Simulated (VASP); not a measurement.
Given:

```yaml
crystal:
  lattice:
    - [0.00000, 2.34605, 2.34605]
    - [2.34605, 0.00000, 2.34605]
    - [2.34605, 2.34605, 0.00000]
  atoms:
    - { symbol: Na, position: [0.00000, 0.00000, 0.00000] }
    - { symbol: F, position: [0.50000, 0.50000, 0.50000] }
```

These are PBE GGA, VASP's PBE PAW potentials (set 64) (plane waves; VASP 6.6.1) values and carry that method's errors. Settings: 520 eV cut-off, 8×8×8 Γ-centred mesh, Gaussian smearing of 0.050 eV, potentials Na_pv F.

### Question
What does the run give for the energy per atom (σ→0), band gap (on the k-mesh) with the smallest direct gap where there is one?

### Answer

```json
{
  "band gap (on the k-mesh)": "6.10 eV",
  "smallest direct gap (on the k-mesh)": "6.10 eV",
  "energy per atom (σ→0)": "-413.4 kJ/mol of atoms"
}
```

The compound is NaF in the rock salt structure. It was relaxed first.
